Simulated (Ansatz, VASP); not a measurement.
# Cross-check of Be (Beryllium) between VASP and Ansatz, part 2 of 2

Wanted: the spread between two codes on one cell, functional and k mesh. The cell is taken from a series of runs on this material, whose earlier steps may have relaxed, scaled, displaced or heated it; both programs get it as it stands.

VASP 6.6.1 and Ansatz 0.2.0.

So far: Set-up; Ansatz: zone-centre phonons, PBEsol, pair 1; VASP: zone-centre phonons, PBEsol, pair 1; Comparison.

### 5. VASP: zone-centre phonons, PBEsol, pair 2

Level of this step: PBEsol; plane waves and PAW (Be) (VASP).

Second derivatives magnify differences that forces hide, and they need a tight electronic threshold. The cell compared in this pair holds 14.42 Å³, against 14.10 Å³ for the pair before.

Contents of INCAR:

```
SYSTEM = Be
PREC = Accurate
ENCUT = 600
EDIFF = 1E-08
NELM = 120
ISMEAR = 1
SIGMA = 0.2
LREAL = .FALSE.
ALGO = Normal
GGA = PS
NBANDS = 8
LORBIT = 11
LWAVE = .FALSE.
LCHARG = .FALSE.
ISIF = 2
IBRION = 8
LASPH = .TRUE.
GGA_COMPAT = .FALSE.
KPAR = 2
```

Contents of POSCAR:

```
Be
1.0
    2.1920654718      0.0000000000      0.0000000000
   -1.0960327359      1.8983843854      0.0000000000
    0.0000000000      0.0000000000      3.4642973242
Be
2
Direct
    0.3333333333      0.6666666667      0.2500000000
    0.6666666667      0.3333333333      0.7500000000
```

Contents of KPOINTS:

```
Automatic mesh
0
Gamma
24 24 12
0 0 0
```

The projector-augmented-wave data sets are Be (PBE family, release 64).

Launch:

```sh
mpirun -np 2 vasp_std
```

Numbers of over 12 decimals in the logs are rounded to 6 here.

Output:

```text
[banner, memory and clock lines left out]
running    2 mpi-ranks, on    1 nodes
[...]
[... a notice as in an earlier step ...]

 LDA part: xc-table for (Slater+PW92), standard interpolation
 POSCAR, INCAR and KPOINTS ok, starting setup
[...]
entering main loop
       N       E                     dE             d eps       ncg     rms          rms(c)
DAV:   1    -0.284110580683E+01   -0.28411E+01   -0.19572E+03  6896   0.463E+02
DAV:   2    -0.797032626717E+01   -0.51292E+01   -0.49115E+01 10960   0.587E+01
DAV:   3    -0.798689493179E+01   -0.16569E-01   -0.16530E-01  7376   0.294E+00
DAV:   4    -0.798690347457E+01   -0.85428E-05   -0.85430E-05 10256   0.768E-02
[...]
DAV:   9    -0.794709735957E+01   -0.76515E-06   -0.56645E-07  8792   0.518E-03    0.452E-04
DAV:  10    -0.794709739489E+01   -0.35328E-07   -0.52142E-10  7768   0.187E-04    0.175E-04
DAV:  11    -0.794709740158E+01   -0.66881E-08   -0.11910E-10  4296   0.988E-05
   1 F= -.79470974E+01 E0= -.79469439E+01  d E =-.460468E-03
[...]
RMM:   7    -0.710908314111E-02    0.54623E-08    0.64670E-11 49016   0.313E-06    0.170E-06
 first order change of Fermi-energy   0.17898E-05
 force on displaced ion       1 direction 1 :  -4.091   0.001   0.000
 Linear response progress:
  Degree of freedom:   2/  2
       N       E                     dE             d eps       ncg     rms          rms(c)
RMM:   1    -0.191289428503E-01   -0.19129E-01    0.19683E-02 25135   0.693E-01
RMM:   2    -0.160547640649E-01    0.30742E-02    0.29774E-03 16225   0.943E-02    0.116E-01
RMM:   3    -0.155387617402E-01    0.51600E-03    0.12254E-03 15929   0.101E-01    0.433E-02
RMM:   4    -0.157845514957E-01   -0.24579E-03    0.29859E-04 16432   0.577E-02    0.426E-03
RMM:   5    -0.158319818240E-01   -0.47430E-04   -0.31764E-05 17049   0.398E-03    0.699E-04
RMM:   6    -0.158306334312E-01    0.13484E-05   -0.43233E-06 16973   0.432E-04    0.673E-05
RMM:   7    -0.158300425896E-01    0.59084E-06   -0.81144E-07 17403   0.410E-05    0.190E-05
RMM:   8    -0.158299994790E-01    0.43111E-07    0.40062E-08 16659   0.135E-05    0.638E-07
RMM:   9    -0.158300034130E-01   -0.39339E-08    0.38360E-09 16233   0.173E-06    0.257E-07
 first order change of Fermi-energy   0.28106E-05
 force on displaced ion       1 direction 3 :  -0.000  -0.000 -10.304
 Linear response finished
```

OUTCAR, selected parts (step 5):

```text
  Total        1.1106987      1.1106987      1.1178565      0.0000000      0.0000000      0.0000000
  in kB      123.4394611    123.4394611    124.2349600      0.0000000      0.0000000      0.0000000
  external PRESSURE =     123.7046274 kB  Pullay stress =       0.0000000 kB

 POSITION                                       TOTAL-FORCE (eV/Angst)
 -----------------------------------------------------------------------------------
     -0.00000      1.26559      0.86607        -0.000000      0.000000      0.000000
      1.09603      0.63279      2.59822         0.000000     -0.000000      0.000000
 -----------------------------------------------------------------------------------
    total drift:                                0.000000     -0.000000      0.000000

[... 1 part as in an earlier step ...]

[... 1 further part left out ...]
```

### 6. Ansatz: zone-centre phonons, PBEsol, pair 2

The same cell, functional, mesh and smearing now go to Ansatz, which takes its cutoff from its data sets.

The cell is taken from a series of runs on this material, whose earlier steps may have relaxed, scaled, displaced or heated it; both programs get it as it stands.

Contents of input.yaml:

```yaml
crystal:
  lattice:
    - [2.1920654718, 0.0, 0.0]
    - [-1.0960327359, 1.8983843854, 0.0]
    - [0.0, 0.0, 3.4642973242]
  atoms:
    - { symbol: Be, position: [0.3333333333, 0.6666666667, 0.25] }
    - { symbol: Be, position: [0.6666666667, 0.3333333333, 0.75] }
kpoints:
  mp_grid: { grid: [24, 24, 12] }
hamiltonian:
  xc: pbesol
  pseudopotentials: { kind: paw, azcp: { folder: soft_1 }, xc_functional: pbe }
scf:
  occupations: { method: methfessel_paxton, width: 0.2 }
output:
  eigenvalues: true
phonons:
  method: dfpt
```

Launch:

```sh
ansatz run input.yaml --threads 4 --pin off --max-ram 10240MiB --backend cpu --events-out ev --progress --plain --runs-dir out
```

Output:

```text
[...]
Crystal: 2 atoms, lattice volume = 14.416 Å³
Basis set: ecut = 420 eV, 287 PW (Γ), exchange–correlation on 30×30×48 points (8 copies of the dense FFT grid, shifted against one another)
Bands: 6, of which v1, the nominal top of the filled ones, is band 2 counted from 1 (1 counted from 0)
Symmetry: 24 space group operations
k-points: 1099 of 6912 (irreducible under 4 space group operations, time reversal used)
[...]
Free energy (F): -180.655201 eV
[...]
Internal energy: -180.654741 eV  (E = F + TS)
E sigma→0 (E₀):  -180.655086 eV
Entropy (-TS):   -0.000461 eV (-0.230 meV/atom)
Fermi energy:    8.948726 eV
[...]
--- Band table (eV; the first three rows and the last of 1099) ---
[...]
ASR residual: 1.267e-5 → 0.000e0 eV/Å²; symmetrization residual: 7.105e-15 eV/Å²
  ASR residual per site (eV/Å²): 1.27e-5 1.27e-5
  Γ frequencies (cm⁻¹): 0.00 0.00 0.00 496.63 496.63 781.50
[...]
[key lines of the parts left out:]
SCF converged after 6 iterations
```

### 7. Side by side

Both answers:

```tsv
quantity	Ansatz	VASP	difference
optical mode 1 to 2 (cm⁻¹)	496.6	496.9	-0.05 %
optical mode 3 (cm⁻¹)	781.5	788.5	-0.89 %
```

Modes are paired by rising frequency, not by their patterns, so a pair may set unlike modes beside each other; they are those without the splitting of longitudinal modes.

### 8. VASP: zone-centre phonons, PBEsol, pair 3

Second derivatives magnify differences that forces hide, and they need a tight electronic threshold. The cell compared in this pair holds 14.73 Å³, against 14.42 Å³ for the pair before.

INCAR is that of step 5.

Contents of POSCAR:

```
Be
1.0
    2.2085453441      0.0000000000      0.0000000000
   -1.1042726720      1.9126563735      0.0000000000
    0.0000000000      0.0000000000      3.4869810467
Be
2
Direct
    0.3333333333      0.6666666667      0.2500000000
    0.6666666667      0.3333333333      0.7500000000
```

KPOINTS is that of step 5.

Launch:

```sh
mpirun -np 2 vasp_std
```

Output:

```text
[... set-up lines as in an earlier step ...]
 entering main loop
       N       E                     dE             d eps       ncg     rms          rms(c)
DAV:   1    -0.302839940248E+01   -0.30284E+01   -0.20075E+03  6888   0.467E+02
DAV:   2    -0.798834579222E+01   -0.49599E+01   -0.48271E+01 10896   0.578E+01
DAV:   3    -0.800590776502E+01   -0.17562E-01   -0.17510E-01  7560   0.301E+00
DAV:   4    -0.800591877324E+01   -0.11008E-04   -0.11008E-04 10160   0.795E-02
[...]
DAV:   9    -0.796792913910E+01   -0.73207E-06   -0.53452E-07  8952   0.512E-03    0.451E-04
DAV:  10    -0.796792916528E+01   -0.26179E-07   -0.40459E-10  7728   0.166E-04    0.171E-04
DAV:  11    -0.796792916813E+01   -0.28509E-08   -0.11181E-10  4368   0.950E-05
   1 F= -.79679292E+01 E0= -.79677703E+01  d E =-.476472E-03
 Linear response reoptimize wavefunctions to high precision
DAV:   1    -0.796792916709E+01    0.10421E-08   -0.36927E-12  4960   0.198E-05
DAV:   2    -0.796792916709E+01   -0.28422E-13   -0.23617E-13  3416   0.467E-06
 Linear response DOF=           2
 Linear response progress:
[...]
RMM:   7    -0.698905509592E-02    0.57539E-08    0.67489E-11 48822   0.305E-06    0.173E-06
 first order change of Fermi-energy   0.18261E-05
 force on displaced ion       1 direction 1 :  -3.961   0.001   0.000
 Linear response progress:
  Degree of freedom:   2/  2
       N       E                     dE             d eps       ncg     rms          rms(c)
RMM:   1    -0.185822824544E-01   -0.18582E-01    0.21537E-02 25147   0.683E-01
RMM:   2    -0.158448410468E-01    0.27374E-02    0.22231E-03 16209   0.931E-02    0.113E-01
RMM:   3    -0.152978183813E-01    0.54702E-03    0.11415E-03 15937   0.984E-02    0.422E-02
RMM:   4    -0.155362955399E-01   -0.23848E-03    0.26374E-04 16430   0.561E-02    0.421E-03
RMM:   5    -0.155794147281E-01   -0.43119E-04   -0.31238E-05 17048   0.392E-03    0.666E-04
RMM:   6    -0.155779649937E-01    0.14497E-05   -0.44019E-06 16951   0.416E-04    0.688E-05
RMM:   7    -0.155773599186E-01    0.60508E-06   -0.80912E-07 17413   0.407E-05    0.186E-05
RMM:   8    -0.155773196015E-01    0.40317E-07    0.42584E-08 16650   0.139E-05    0.647E-07
RMM:   9    -0.155773237684E-01   -0.41669E-08    0.47461E-09 16264   0.178E-06    0.253E-07
 first order change of Fermi-energy   0.33538E-05
 force on displaced ion       1 direction 3 :   0.000  -0.000  -9.765
 Linear response finished
```

Parts of OUTCAR (step 8):

```text
  Total        0.8232029      0.8232029      0.8305354      0.0000000      0.0000000      0.0000000
  in kB       89.5415553     89.5415553     90.3391196      0.0000000      0.0000000      0.0000000
  external PRESSURE =      89.8074101 kB  Pullay stress =       0.0000000 kB

 POSITION                                       TOTAL-FORCE (eV/Angst)
 -----------------------------------------------------------------------------------
     -0.00000      1.27510      0.87175         0.000000     -0.000000      0.000000
      1.10427      0.63755      2.61524        -0.000000      0.000000      0.000000
 -----------------------------------------------------------------------------------
    total drift:                                0.000000     -0.000000      0.000000

[... 1 part as in an earlier step ...]

[... 1 further part left out ...]
```

### 9. Ansatz: zone-centre phonons, PBEsol, pair 3

The same cell, functional, mesh and smearing now go to Ansatz, which takes its cutoff from its data sets.

The cell is taken from a series of runs on this material, whose earlier steps may have relaxed, scaled, displaced or heated it; both programs get it as it stands.

input.yaml, as its differences from that of step 6:

```diff
@@ -2,5 +2,5 @@
   lattice:
-    - [2.1920654718, 0.0, 0.0]
-    - [-1.0960327359, 1.8983843854, 0.0]
-    - [0.0, 0.0, 3.4642973242]
+    - [2.2085453441, 0.0, 0.0]
+    - [-1.104272672, 1.9126563735, 0.0]
+    - [0.0, 0.0, 3.4869810467]
   atoms:
```

Launch:

```sh
ansatz run input.yaml --threads 4 --pin off --max-ram 10240MiB --backend cpu --events-out ev --progress --plain --runs-dir out
```

Output:

```text
[...]
Crystal: 2 atoms, lattice volume = 14.730 Å³
Basis set: ecut = 420 eV, 299 PW (Γ), exchange–correlation on 30×30×48 points (8 copies of the dense FFT grid, shifted against one another)
Bands: 6, of which v1, the nominal top of the filled ones, is band 2 counted from 1 (1 counted from 0)
Symmetry: 24 space group operations
k-points: 1099 of 6912 (irreducible under 4 space group operations, time reversal used)
[...]
Free energy (F): -180.675025 eV
[...]
Internal energy: -180.674549 eV  (E = F + TS)
E sigma→0 (E₀):  -180.674906 eV
Entropy (-TS):   -0.000476 eV (-0.238 meV/atom)
Fermi energy:    8.737002 eV
[...]
--- Band table (eV; the first three rows and the last of 1099) ---
[...]
ASR residual: 2.737e-5 → 0.000e0 eV/Å²; symmetrization residual: 1.761e-11 eV/Å²
  ASR residual per site (eV/Å²): 2.74e-5 2.74e-5
  Γ frequencies (cm⁻¹): 0.00 0.00 0.00 488.66 488.66 760.61
[...]
[key lines of the parts left out:]
SCF converged after 6 iterations
```

### 10. Differences

Compared:

```tsv
quantity	Ansatz	VASP	difference
optical mode 1 to 2 (cm⁻¹)	488.7	488.9	-0.05 %
optical mode 3 (cm⁻¹)	760.6	767.6	-0.91 %
```

Modes are paired by rising frequency, not by their patterns, so a pair may set unlike modes beside each other; they are those without the splitting of longitudinal modes.

### 11. What came out

| Property | Result |
| --- | --- |
| r.m.s. difference of the optical zone-centre modes, each program's sorted by frequency (zone-centre phonons, PBEsol, pair 1) | 4.0 cm⁻¹ |
| difference in optical mode 3 (zone-centre phonons, PBEsol, pair 1) | -0.9 % |
| r.m.s. difference of the optical zone-centre modes, each program's sorted by frequency (zone-centre phonons, PBEsol, pair 2) | 4.1 cm⁻¹ |
| difference in optical mode 3 (zone-centre phonons, PBEsol, pair 2) | -0.9 % |
| r.m.s. difference of the optical zone-centre modes, each program's sorted by frequency (zone-centre phonons, PBEsol, pair 3) | 4.0 cm⁻¹ |
| difference in optical mode 3 (zone-centre phonons, PBEsol, pair 3) | -0.9 % |

The r.m.s. difference of the optical zone-centre modes, each program's sorted by frequency is 4.0 cm⁻¹ (zone-centre phonons, PBEsol, pair 1). Among the rows given in per cent, the largest difference of the zone-centre phonons, PBEsol, pair 1 pair is in optical mode 3, -0.9 %. Among the rows given in per cent, the largest difference of the zone-centre phonons, PBEsol, pair 2 pair is in optical mode 3, -0.9 %. Among the rows given in per cent, the largest difference of the zone-centre phonons, PBEsol, pair 3 pair is in optical mode 3, -0.9 %. 2 further runs of this series are not shown here. Such differences can come from data sets, numerical settings and the points named under the comparisons, not from the functional's error against experiment.

[Lines on the potential files, build, host, timing and source positions are cut from VASP's logs without a mark.]

[Logs are printed without paths, hosts, clocks, repeated set-up lines and the standing remarks that a program may print on its own settings, such as how far it seeks lower states.]

[Hosts, paths, dates, database ids (printed as entryN), source tags and the programs' standing remarks are cut or masked in the printed files.]
